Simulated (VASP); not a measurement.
```yaml
crystal:
  lattice:
    - [2.06447, -3.57576, 0.00000]
    - [2.06447, 3.57576, 0.00000]
    - [0.00000, 0.00000, 6.88261]
  atoms:
    - { symbol: Mg, position: [0.00000, 0.00000, 0.00000] }
    - { symbol: I, position: [0.33333, 0.66667, 0.24326] }
    - { symbol: I, position: [0.66667, 0.33333, 0.75674] }
```

Calculation: PBE GGA with D4 dispersion, VASP's PBE PAW potentials (set 64) (plane waves; VASP). Run with 520 eV cut-off, 7×7×4 Γ-centred mesh, tetrahedra with Blöchl corrections, potentials Mg I.

Estimate the energy per atom (σ→0).

```
Item                            Value
---------------------  --------------
energy per atom (σ→0)  -2.865 eV/atom
```

Only differences to runs with the same potentials and settings are physical.

The compound is MgI2 in the 1T layered structure. It was relaxed first.
